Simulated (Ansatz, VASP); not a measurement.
## Si31HO64 (V_Si-H) in two plane-wave programs

Wanted: the spread between two codes on one cell, functional and k mesh. The cell is taken from a series of runs on this material, whose earlier steps may have relaxed, scaled, displaced or heated it; both programs get it as it stands.

Calculated with Ansatz 0.2.0; plane waves, with VASP 6.6.1 beside it; single point at r2SCAN.

## 1. Starting point

The cell holds 96 atoms: 31 Si, 64 O and 1 H. Its edges and angles: a = 9.926 Å, b = 9.926 Å, c = 11.836 Å, α = 53.4°, β = 53.4°, γ = 73.2°. It derives from SiO2 (SiO2 (P4_2/mnm)). Nearest the centre at fractional (0.500, 0.500, 0.500): H96 at 0.92 Å, O84 at 1.83 Å, O45 at 1.87 Å, O82 at 1.88 Å, O88 at 1.89 Å, O86 at 1.90 Å, O47 at 1.91 Å, Si6 at 2.58 Å. The cell carries charge −1.

## 2. Ansatz: single point, r2SCAN

Ansatz runs on its PAW soft_1 files.

With cell and atoms fixed, the geometry can't cause a difference; cores, projectors, grids and the points listed under the comparison can.

File input.yaml:

```yaml
crystal:
  checkpoint: "../qm1_M2.relax.run"
  host: checkpoint
total_charge: -1
basis:
  ecutwfc: 500
  xc_grid: 2
hamiltonian:
  xc: r2scan
  pseudopotentials: { kind: paw, azcp: { folder: soft_1 } }
kpoints:
  mp_grid: { grid: [2, 2, 2], shift: [0.5, 0.5, 0.5] }
magnetization:
  spin_polarized: true
  initial_magnetization: 2
  spin_locking: { lock_magnetization: hard }
scf:
  occupations: { method: fermi_dirac, width: 0.01 }
  max_iter: 100
output:
  forces: true
  eigenvalues: true
  charged_corrections:
    epsilon: [3.41, 3.41, 3.58]
    static_epsilon: [11.6, 11.6, 9.01]
    defect_position: [0.5, 0.5, 0.5]
  eigenstates: { localisation: true }
  populations: true
  efg: {}
  band_densities: [{ bands: [v1, v1] }, { bands: [c1, c1] }]
  write_density: true
  write_potential: true
  volumetric_format: npy
  elf: true
checkpoint:
  read: "../qm1_M2.relax.run"
  write: "../qm1_M2.point.run"
  compress: false
  write_wavefunctions: false
  write_every: 100000
```

The run is started by

```console
$ ansatz run input.yaml --threads 8 --pin off --max-ram 15073MiB --backend cpu --events-out ev --progress --plain --runs-dir out
```

Numbers of over 12 decimals in the logs are rounded to 6 here.

Output:

```text
Warning: This run holds its total moment fixed (magnetization.spin_locking.lock_magnetization: hard) and mixes its density by anderson or broyden (scf.mixing.algorithm, typed or taken by auto). Slabs with a fixed moment have converged under broyden above another state at the same moment, at the default mixing steps and at smaller ones, and under scf.lower_state_search: standard, light or off a state that such a mixer [...]
crystal.checkpoint: the structure is that of <dir>, a `relax` run, at its step 13: its result, under r2scan at a charge of -1 e; 96 atoms read, 0 with a starting moment; crystal.structure_sha256 for this input is
Engine: ansatz 0.2.0, aarch64-unknown-linux-gnu
Pseudopotentials: kind: paw
Pseudopotential: Si, paw, valence charge 4, recommended cutoff 500 eV (meta_gga), soft_1/Si.paw.azcp
Pseudopotential: O, paw, valence charge 6, recommended cutoff 500 eV (meta_gga), soft_1/O.paw.azcp
Pseudopotential: H, paw, valence charge 1, recommended cutoff 500 eV (meta_gga), soft_1/H.paw.azcp
Functional definition: r2SCAN
  parameter k0 = 0.174
  parameter k1 = 0.065
  parameter a1 = 4.9479
  exchange = r2scan_x(k0 = k0, k1 = k1, a1 = a1)
  correlation = r2scan_c
Crystal: 96 atoms, lattice volume = 747.688 Å³
Basis set: ecut = 500 eV, 18959 PW (Γ), exchange–correlation on 150×150×180 points (8 copies of the dense FFT grid, shifted against one another)
Bands: 352, of which v1, the nominal top of the filled ones, is band 255 counted from 1 (254 counted from 0)
Symmetry: 1 space group operations
Space group: P1 (ITA 1), of the structure as read, at distance tolerance 9.1e-5 Å
Magnetic group: BNS 1.1 (UNI 1), of the structure as read, at distance tolerance 9.1e-5 Å
k-points: 4 of 8 (time reversal used)
Non-local potential: Si, projectors of the file, l = 0: 2, l = 1: 2, l = 2: 1
Non-local potential: O, projectors of the file, l = 0: 2, l = 1: 2, l = 2: 1
Non-local potential: H, projectors of the file, l = 0: 2, l = 1: 1
PAW form: soft (Blöchl's): semilocal exchange-correlation on the pseudo side does not see the compensation charge
PAW frozen core: Si, regenerated for the run's functional (the file was generated under x = pbe(κ = 0.804, μ = 0.219515), c = pbe(β = 0.066725))
PAW frozen core: O, regenerated for the run's functional (the file was generated under x = pbe(κ = 0.804, μ = 0.219515), c = pbe(β = 0.066725))
PAW one-centre angular grid: Si, 302 points (default); XC on 160 Gauss nodes
PAW one-centre angular grid: O, 302 points (default); XC on 160 Gauss nodes
PAW one-centre angular grid: H, 302 points (default); XC on 160 Gauss nodes
Initial density: read from a saved state, or passed on in memory by an earlier SCF of this step, an earlier step, the calling program or the single point that the run made first
Stability of the state it starts from, as read at its close in the collinear treatment: not read, because the mixer in use, unlike msr1, does not test its closes by its own steps (another_mixer); its run was given moments
Starting moments: Σ|m| = 2 μB on 96 of 96 sites; this step starts from the density that it was given
Initial wavefunctions: pseudopotential atomic-orbital guess — the wavefunctions supplied were not used: k-point sampling differs
Functional: x = r2scan, c = r2scan; τ floored in thin density (d = 2e-4 eV/Å³)
iter 1 solved again at ethr=1.28e-5 eV; its pass at ethr=3.10e-3 eV (dr2=6.52e-2 eV) is discarded
SCF iter   1: F=—  HF=-56304.559897 eV  |F-HF|=—  |Δ(HF+E_count)|=         —  Δρ=2.43e-3 (↑2.08e-4 ↓2.43e-3)  dr2=6.54e-2  dr2_τ=9.91e-4  dr2_m=1.01e-2  M=2.000 μB ∫|m|=2.261 μB  β_m=1.20  ethr=1.28e-5  ⟨swp⟩=13.8  Hψ=23266  notcnv=0  defer=26
preconditioner: auto → Resta (q_TF=auto, 2.560 Å⁻¹)  ε∞=3.4  [insulator: Δε(μ)=0.041 eV  Ē_g=19.969 eV  σ=0.010 eV  W_gap=0.77  n_scr=200 (ndim 8)  ℏωp=30.7 eV  f_vac=0.000  D(μ)=5.86/eV (n_scr^D=18)  ε∞_Penn≈3.4]
spin=Collinear: Resta preconditioning applied to the charge; magnetization (m = ρ↑ − ρ↓) channel mixes plain (no charge-response kernel on spin).
SCF iter   2: F=—  HF=-56304.553315 eV  |F-HF|=—  |Δ(HF+E_count)|=   6.58e-3  Δρ=1.27e-3 (↑7.72e-4 ↓1.27e-3)  dr2=1.42e-2  dr2_τ=4.32e-4  dr2_m=3.14e-3  M=2.000 μB ∫|m|=2.247 μB  β_m=1.20  ethr=1.28e-5  ⟨swp⟩=2.4  Hψ=4962  notcnv=0  defer=732  κ⁻¹=1.0e0(r=1)
[...]
k-point 3 ↓: bands = [... 251 lower, 9.2446, 9.3379, 9.5539, 9.6199, 9.8504, 17.1450, 17.7913, 18.0620, ... 93 higher]
--- Löwdin populations: 96 sites ---
  site symbol       q [e]    m [muB]
     0     Si      2.3540    -0.0013
     1     Si      2.3496    -0.0009
     2     Si      2.3480    -0.0014
     3     Si      2.3433    -0.0064
     4      O      6.7368     0.0041
     5      O      6.7382     0.0052
     6      O      6.7377     0.0040
     7      O      6.7385     0.0052
     8      O      6.7393     0.0080
     9      O      6.7358     0.0120
    10      O      6.7352     0.0043
    11      O      6.7416     0.0076
    12     Si      2.3504    -0.0008
    13     Si      2.3418    -0.0165
    14     Si      2.3479    -0.0013
    15     Si      2.3428    -0.0076
    16      O      6.7375     0.0050
    17      O      6.7216     0.0370
    18      O      6.7368     0.0035
    19      O      6.7261     0.0262
    20      O      6.7410     0.0093
    21      O      6.7284     0.1784
    22      O      6.7419     0.0160
    23      O      6.6038     0.4271
[...]
88      O      6.7379     0.0052
    89      O      6.7350     0.0201
    90      O      6.7369     0.0055
    91      O      6.7393     0.0119
    92      O      6.7369     0.0073
    93      O      6.7364     0.0140
    94      O      6.7396     0.0068
    95      H      0.5718    -0.0014
  spilling = 0.011938 (of n_electrons = 510.000000)
--- Band densities, each state counted as filled ---
  window                                       electrons  max residual (eV)  cut levels
  bands: [v1, v1]                    1.000000 + 1.000000             2.4e-4           0
  bands: [c1, c1]                    1.000000 + 1.000000             2.7e-4           0
```

## 3. VASP: single point, r2SCAN

The same cell, functional, mesh and smearing now go to VASP, with its own data sets.

Lines of VASP's logs that name or quote its potential files are left out, and so is its time.

File INCAR:

```
SYSTEM = Si31HO64
PREC = Accurate
ENCUT = 580
EDIFF = 1E-06
NELM = 200
ISMEAR = -1
SIGMA = 0.01
LREAL = Auto
ALGO = Normal
METAGGA = R2SCAN
LASPH = .TRUE.
NELECT = 510
NBANDS = 322
ISPIN = 2
MAGMOM = -0 -0 -0 -0 -0 -0 -0 -0 -0 -0 -0 -0 -0 -0 -0 -0 -0 -0 -0 -0 -0 -0 -0 -0 -0 -0 -0 -0 -0 -0 -0 0 0 0 0 0.01 0.01 0 0.01 0 0.03 0 0.02 0.01 0.14 0.01 0.34 0.03 0.01 0.02 0.01 0.01 0.01 0.02 0.03 0.03 0.01 0.02 0.01 0.01 0.01 0.02 0.03 0 0.03 0.01 0 0.01 0.02 0.01 0.01 0.02 0.01 0.08 0.02 0.01 0.02 0.01 0.01 0.01 0.02 0.16 0.02 0.01 0 0.17 0.01 0.18 0 0.02 0 0.01 0.01 0.01 0.01 -0
LORBIT = 11
LWAVE = .FALSE.
LCHARG = .FALSE.
ISIF = 2
ISYM = 0
NUPDOWN = 2
GGA_COMPAT = .FALSE.
LMIXTAU = .TRUE.
```

File POSCAR:

```
Si31HO64
1.0
    0.0000000000      8.3695907132      5.3368094992
    8.3695907132      0.0000000000      5.3368094992
    8.3695907132      8.3695907132      0.0000000000
Si O H
31 64 1
Direct
    0.0014397108      0.0005042739      0.9994845764
    0.2499895598      0.2508943857      0.2500657927
[... 1 atom line left out ...]
    0.3777797572      0.3769218183      0.3739941499
[... 1 atom line left out ...]
    0.2566109436      0.2604186433      0.7418193109
[... 1 atom line left out ...]
    0.3783871019      0.3765821648      0.8721912300
[... 1 atom line left out ...]
    0.2506093804      0.7498309463      0.2507355165
[... 1 atom line left out ...]
    0.3734990541      0.8769296069      0.3754314527
[... 1 atom line left out ...]
    0.2507186759      0.7499633735      0.7492272046
    0.1288719135      0.6195808820      0.6258313813
[... 2 atom lines left out ...]
    0.7503596109      0.2495139925      0.2512408118
[... 1 atom line left out ...]
    0.8717879920      0.3806219849      0.3748304019
[... 2 atom lines left out ...]
    0.6243600491      0.1276268265      0.6235569420
[... 2 atom lines left out ...]
    0.7506061847      0.7408388620      0.2549720061
    0.6239967041      0.6212202135      0.1285266765
[... 2 atom lines left out ...]
    0.6244059682      0.6223453656      0.6271725428
[... 10 atom lines left out ...]
    0.2507216891      0.2503702679      0.9041613172
[... 1 atom line left out ...]
    0.2510902690      0.2502944959      0.5957233107
    0.0278807385      0.2213988668      0.8757248744
    0.2638613043      0.4697213919      0.6341216215
    0.2221140143      0.0283652243      0.8750242389
    0.4682784029      0.2592944016      0.6395829209
[... 1 atom line left out ...]
    0.2501837872      0.7512731917      0.4026373019
[... 4 atom lines left out ...]
    0.2222157425      0.5290184706      0.3749328678
    0.4723676573      0.7783613928      0.1243456696
[... 2 atom lines left out ...]
    0.9965084556      0.5005553364      0.8497784274
    0.2497538733      0.7511421789      0.5969762096
[... 2 atom lines left out ...]
    0.2226415877      0.5286636909      0.8749344718
    0.4721623639      0.7781459083      0.6254128841
    0.4998140974      0.0010945491      0.1528645164
    0.7508746878      0.2498968930      0.4028574142
    0.4996703383      0.0011681238      0.3472115073
[... 1 atom line left out ...]
    0.5294004575      0.2207344747      0.3748729776
    0.7792239406      0.4707259196      0.1252243968
[... 4 atom lines left out ...]
    0.5009919740      0.9982889193      0.8483321775
    0.7518606427      0.2492517252      0.5970780906
    0.5295176729      0.2211966630      0.8755004553
    0.7792830993      0.4708519350      0.6255473751
[... 2 atom lines left out ...]
    0.5007140320      0.4995844736      0.1490267926
    0.7505891868      0.7493866606      0.4043610120
    0.4998768556      0.4997553895      0.3414806677
    0.7504041326      0.7489255642      0.0973111086
    0.5286560484      0.7310426648      0.3708598817
    0.7783550458      0.9691618591      0.1267949785
    0.7394411915      0.5316696167      0.3653560839
[... 1 atom line left out ...]
    0.5006238684      0.5016296316      0.6589146836
[... 1 atom line left out ...]
    0.5010508652      0.4996433220      0.8515898828
[... 5 atom lines left out ...]
    0.4805267321      0.6122168947      0.4546312361
```

File KPOINTS:

```
Points of the shifted mesh
8
Reciprocal
 0.2500000000  0.2500000000  0.2500000000 1
 0.2500000000  0.2500000000  0.7500000000 1
 0.2500000000  0.7500000000  0.2500000000 1
 0.2500000000  0.7500000000  0.7500000000 1
 0.7500000000  0.2500000000  0.2500000000 1
 0.7500000000  0.2500000000  0.7500000000 1
 0.7500000000  0.7500000000  0.2500000000 1
 0.7500000000  0.7500000000  0.7500000000 1
```

Potentials, in the order of the species: Si, O and H (PBE family, release 64).

The run is started by

```console
$ export OMP_NUM_THREADS=3
$ mpirun -np 1 vasp_std
```

Output:

```text
[banner, memory and clock lines left out]
running    1 mpi-ranks, on    1 nodes
[...]
Offloading initialized ...    1 GPUs detected
[...]
|                                                                             |
|               ----> ADVICE to this user running VASP <----                  |
|                                                                             |
|     You enforced a specific xc type in the INCAR file but a different       |
|     [... a line on the potential file left out ...]
|     I HOPE YOU KNOW WHAT YOU ARE DOING!                                     |
|                                                                             |

 LDA part: xc-table for (None), standard interpolation
 POSCAR, INCAR and KPOINTS ok, starting setup
[...]
entering main loop
       N       E                     dE             d eps       ncg     rms          rms(c)
DAV:   1     0.286351143892E+04    0.28635E+04   -0.31363E+05 10304   0.174E+03
DAV:   2    -0.942437861278E+03   -0.38059E+04   -0.37188E+04 12040   0.376E+02
DAV:   3    -0.113804367056E+04   -0.19561E+03   -0.19411E+03 12400   0.859E+01
DAV:   4    -0.114057468014E+04   -0.25310E+01   -0.25203E+01 12160   0.106E+01
DAV:   5    -0.114061449246E+04   -0.39812E-01   -0.39743E-01 11992   0.121E+00BRMIX: very serious problems
 the old and the new charge density differ
 old charge density:   509.00000 new  510.00000
    0.710E+01
DAV:   6    -0.912029424034E+03    0.22859E+03   -0.16804E+02 11752   0.227E+01    0.390E+01
DAV:   7    -0.915067100777E+03   -0.30377E+01   -0.30135E+01 11944   0.104E+01    0.147E+01
DAV:   8    -0.916190315064E+03   -0.11232E+01   -0.80057E+00 12208   0.547E+00    0.118E+01
DAV:   9    -0.915902951920E+03    0.28736E+00   -0.28782E+00 12920   0.315E+00    0.466E+00
[...]
DAV:  29    -0.915928434546E+03   -0.86432E-06   -0.29760E-05 11160   0.899E-03    0.760E-03
DAV:  30    -0.915928434414E+03    0.13281E-06   -0.35443E-05 11520   0.100E-02    0.697E-03
DAV:  31    -0.915928435302E+03   -0.88877E-06   -0.30895E-06  7528   0.365E-03
   1 F= -.91592844E+03 E0= -.91592623E+03  d E =-.440152E-02  mag=     2.0000
```

Parts of OUTCAR (step 3):

```text
  FREE ENERGIE OF THE ION-ELECTRON SYSTEM (eV)
  ---------------------------------------------------
  free  energy   TOTEN  =      -915.9284353024 eV

  energy  without entropy=     -915.9240337843  energy(sigma->0) =     -915.92623454

 magnetization (x)
# of ion       s       p       d       tot
------------------------------------------
    1       -0.000  -0.000   0.000  -0.001
    2       -0.000  -0.000   0.000  -0.000
    3       -0.000  -0.000   0.000  -0.001
    4       -0.001  -0.002   0.000  -0.003
    5       -0.000  -0.000   0.000  -0.000
    6       -0.003  -0.005   0.000  -0.008
    7       -0.000  -0.000   0.000  -0.001
    8       -0.001  -0.003   0.000  -0.004
    9       -0.001  -0.001   0.000  -0.001
   10       -0.000  -0.001   0.000  -0.001
   11       -0.000  -0.001   0.000  -0.001
   12       -0.000  -0.000   0.000  -0.001
   13       -0.000  -0.001   0.000  -0.001
[...]
--------------------------------------------------
tot          0.019   1.761   0.000   1.780

[... 2 further parts left out ...]
[key lines of the parts left out:]
E-fermi :   7.2890
```

The cell is charged against a uniform background. The PAW data sets were made with PBE, which is usual practice but a small mismatch for other functionals.

## 4. Differences

Known differences besides the potentials themselves: VASP starts from the moments at which Ansatz ended; VASP keeps PBE cores, Ansatz makes them for the functional; the cutoff is 500 eV in Ansatz and 580 eV in VASP (PREC = Accurate, projectors in real space); site moments are counted in spheres of each program's own size. Total energies have different zeros and are not compared.

Compared:

| quantity | Ansatz | VASP | difference |
| --- | --- | --- | --- |
| total moment, fixed by the input (μB) | 2.00 | 2.00 | 0.00 |
| moment on O47 (μB) | 0.34 | 0.36 | -0.02 |
| moment on O88 (μB) | 0.18 | 0.19 | -0.01 |
| moment on O86 (μB) | 0.17 | 0.18 | -0.01 |
| moment on O82 (μB) | 0.16 | 0.17 | -0.01 |
| moment on O45 (μB) | 0.14 | 0.15 | -0.01 |
| moment on O74 (μB) | 0.08 | 0.08 | 0.00 |

Forces on 10 of the 96 atoms, those with the largest forces and the largest differences (eV/Å; atoms numbered as in POSCAR):

| atom | Ansatz x, y, z | VASP x, y, z |
| --- | --- | --- |
| Si6 | -0.067, 0.082, -0.210 | -0.048, 0.068, -0.211 |
| Si15 | 0.180, -0.029, -0.044 | 0.217, -0.057, -0.018 |
| Si20 | -0.133, 0.030, 0.058 | -0.173, 0.063, 0.035 |
| Si26 | 0.045, -0.084, 0.105 | 0.093, -0.135, 0.096 |
| O41 | -0.117, -0.098, 0.076 | -0.129, -0.110, 0.071 |
| O45 | 0.015, -0.113, 0.165 | -0.002, -0.099, 0.178 |
| O47 | -0.024, -0.002, 0.176 | -0.019, 0.002, 0.165 |
| O82 | 0.023, 0.031, -0.046 | 0.089, 0.093, -0.046 |
| O88 | -0.046, 0.057, -0.080 | -0.107, -0.015, -0.074 |
| H96 | -0.007, -0.006, -0.007 | -0.044, 0.031, -0.121 |

The forces differ by 20 meV/Å r.m.s., which is 37.7 % of the r.m.s. force of 0.052 eV/Å (both taken over all components). The cell carries a charge of -1 e against a uniform background, so its pressure also hangs on how the neutralising background is counted, and in a defect's cell a gap may be the spacing between its levels.

## 5. Results

- r.m.s. force difference (single point, r2SCAN): 20 meV/Å

What this shows: The r.m.s. force difference is 20 meV/Å (single point, r2SCAN), beyond the 12 meV/Å picked in this series as the mark of a large difference. What causes the difference of the single point, r2SCAN pair stays open here. How closely two codes agree says nothing of how well the functional describes the real material.

[Lines on the potential files, build, host, timing and source positions are cut from VASP's logs without a mark.]

[Logs are printed without paths, hosts, clocks, repeated set-up lines and the standing remarks that a program may print on its own settings, such as how far it seeks lower states.]

[Hosts, paths, dates, database ids (printed as entryN), source tags and the programs' standing remarks are cut or masked in the printed files.]
